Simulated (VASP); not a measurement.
All values below come from PBEsol GGA, VASP's PBE PAW potentials (set 64) (plane waves; VASP).

VASP input:

**KPOINTS**
```
Regular mesh
0
gamma
  7 7 7
```

**INCAR**
```
ALGO=Normal
EDIFF=1E-6
EDIFFG=-0.01
ENCUT=480
GGA=PS
IBRION=2
ISIF=3
ISMEAR=0
LASPH=.TRUE.
LCHARG=.FALSE.
LMAXMIX=4
LREAL=.FALSE.
LWAVE=.FALSE.
NELM=100
NSW=60
PREC=Accurate
SIGMA=0.05
SYSTEM=CdSe
```

**POSCAR**
```
CdSe
1
   -0.0000000000     3.0465587006     3.0465587006
    3.0465587006     0.0000000000     3.0465587006
    3.0465587006     3.0465587006     0.0000000000
Cd Se
1 1
Direct
  0.0000000000   0.0000000000   0.0000000000
  0.7500000000   0.7500000000   0.7500000000
```

POTCAR, in this order: Cd Se (PBE.64 set). Program: vasp_std.

Predict the energy per atom (σ→0), band gap (on the k-mesh).

The energy per atom (σ→0) is -3.088 eV/atom and the band gap (on the k-mesh) is 0.47 eV.

**OSZICAR**
```
...
DAV:   6    -0.620017573528E+01    0.35639E+00   -0.71511E-01   711   0.120E+01    0.488E+00
DAV:   7    -0.617743715973E+01    0.22739E-01   -0.14674E-01   560   0.304E+00    0.221E+00
DAV:   8    -0.617615239469E+01    0.12848E-02   -0.14929E-02   545   0.184E+00    0.219E-01
DAV:   9    -0.617601837559E+01    0.13402E-03   -0.20557E-03   595   0.705E-01    0.496E-02
DAV:  10    -0.617603298049E+01   -0.14605E-04   -0.21214E-04   555   0.223E-01    0.388E-02
DAV:  11    -0.617605739835E+01   -0.24418E-04   -0.47913E-05   530   0.621E-02    0.156E-02
DAV:  12    -0.617605649883E+01    0.89952E-06   -0.54438E-06   590   0.360E-02
   1 F= -.61760565E+01 E0= -.61760565E+01  d E =-.617606E+01
```

The compound is CdSe in the zinc blende structure, whereas wurtzite is the usual form. It was relaxed first. The start is the result of an earlier pass.
